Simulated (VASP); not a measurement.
The system is SnBrCl3.

```
CELL_PARAMETERS angstrom
5.39855 0.00000 0.00000
0.00000 5.39855 0.00000
0.00000 0.00000 5.39855
ATOMIC_POSITIONS crystal
Sn 0.50000 0.50000 0.50000
Br 0.00000 0.00000 0.00000
Cl 0.00000 0.50000 0.50000
Cl 0.50000 0.00000 0.50000
Cl 0.50000 0.50000 0.00000
```

The cell was built by a generator and needn't be a form met in nature.

* Program: VASP 6.6.1
* Task: relaxation of cell and atoms
* Functional: PBE
* Potentials or basis: VASP PAW PBE potentials, release 64 (Sn_d, Br, Cl)
* Cutoff: 520 eV
* k mesh: 3 × 3 × 3
* Occupations: gaussian, width 0.15 eV
* Spin: no spin polarisation

At the start: pressure -1.7 GPa; volume 31.47 Å³/atom.

Problem. Where does the relaxation end?

Solution. Over 4 steps the energy falls by 13.4 meV/atom and the volume is 29.04 Å³/atom (-7.7 %); space group Pm-3m (No. 221, to 0.05 Å).

The path:
| step | energy change (eV) | largest force (eV/Å) | pressure (GPa) | volume (Å³) |
| --- | --- | --- | --- | --- |
| 1 | 0.0000 | 0.0000 | -1.69 | 157.34 |
| 2 | -0.0577 | 0.0000 | -0.50 | 149.88 |
| 3 | -0.0634 | 0.0000 | -0.54 | 148.31 |
| 4 | -0.0669 | 0.0000 | 0.07 | 145.20 |

Final structure:
```
CELL_PARAMETERS angstrom
5.25600 0.00000 0.00000
0.00000 5.25600 0.00000
0.00000 0.00000 5.25600
ATOMIC_POSITIONS crystal
Sn 0.50000 0.50000 0.50000
Br 0.00000 0.00000 0.00000
Cl 0.00000 0.50000 0.50000
Cl 0.50000 0.00000 0.50000
Cl 0.50000 0.50000 0.00000
```

Caveat: the k mesh is coarse (spacing up to 0.39 Å⁻¹), so the values aren't converged; the relaxation stopped at a loose force limit of 0.08 eV/Å, so its end isn't a converged minimum.
